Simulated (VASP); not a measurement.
A convergence study with VASP on CuI (zinc blende): one setting is varied, all else stays as given below, so the limit is that of these other settings.

```yaml
crystal:
  lattice:
    - [0.00000, 3.02500, 3.02500]
    - [3.02500, 0.00000, 3.02500]
    - [3.02500, 3.02500, 0.00000]
  atoms:
    - { symbol: Cu, position: [0.00000, 0.00000, 0.00000] }
    - { symbol: I, position: [0.25000, 0.25000, 0.25000] }
```

All values below come from PBE GGA, VASP's PBE PAW potentials (set 64) (plane waves; VASP). The tightest run used: 550 eV cut-off, 17×17×17 Γ-centred mesh, tetrahedra with Blöchl corrections, potentials Cu I.

The reference is 17×17×17 mesh, which took about 2 core-minutes. Costs are core time on shared hosts, one run each; read them as rough ratios.

### Question
Of the settings 3×3×3 mesh; 4×4×4 mesh; 5×5×5 mesh; 6×6×6 mesh; 7×7×7 mesh; 8×8×8 mesh; 9×9×9 mesh; 10×10×10 mesh; 11×11×11 mesh; 12×12×12 mesh; 13×13×13 mesh; 14×14×14 mesh; 15×15×15 mesh; 16×16×16 mesh; 17×17×17 mesh, which is the lowest that keeps the difference from the reference in E (eV/atom) within 0.002 from there on, and what does it cost?

### Answer
6×6×6 mesh; its cost over the reference is about 1/8.
```json
[
 {"setting": "3×3×3 mesh", "difference in E (eV/atom)": "0.0796", "cost over the reference": "about 1/20"},
 {"setting": "4×4×4 mesh", "difference in E (eV/atom)": "0.0174", "cost over the reference": "about 1/10"},
 {"setting": "5×5×5 mesh", "difference in E (eV/atom)": "0.0044", "cost over the reference": "about 1/10"},
 {"setting": "6×6×6 mesh", "difference in E (eV/atom)": "0.0013", "cost over the reference": "about 1/8"},
 {"setting": "7×7×7 mesh", "difference in E (eV/atom)": "0.0004", "cost over the reference": "about 1/7"},
 {"setting": "8×8×8 mesh", "difference in E (eV/atom)": "0.0001", "cost over the reference": "about 1/5"},
 {"setting": "9×9×9 mesh", "difference in E (eV/atom)": "0.0001", "cost over the reference": "about 1/4"},
 {"setting": "10×10×10 mesh", "difference in E (eV/atom)": "0.0000", "cost over the reference": "about 1/3"},
 {"setting": "11×11×11 mesh", "difference in E (eV/atom)": "0.0000", "cost over the reference": "about 1/3"},
 {"setting": "12×12×12 mesh", "difference in E (eV/atom)": "0.0000", "cost over the reference": "about 1/2"},
 {"setting": "13×13×13 mesh", "difference in E (eV/atom)": "0.0000", "cost over the reference": "within a factor of 2"},
 {"setting": "14×14×14 mesh", "difference in E (eV/atom)": "0.0000", "cost over the reference": "within a factor of 2"},
 {"setting": "15×15×15 mesh", "difference in E (eV/atom)": "0.0000", "cost over the reference": "within a factor of 2"},
 {"setting": "16×16×16 mesh", "difference in E (eV/atom)": "0.0000", "cost over the reference": "within a factor of 2"},
 {"setting": "17×17×17 mesh", "difference in E (eV/atom)": "0.0000", "cost over the reference": "reference"}
]
```

Left out are rungs that failed or repeat a setting and relaxations that didn't move; long series are thinned to 24 rows.

The compound is CuI in the zinc blende structure. The cell was not relaxed at this level.
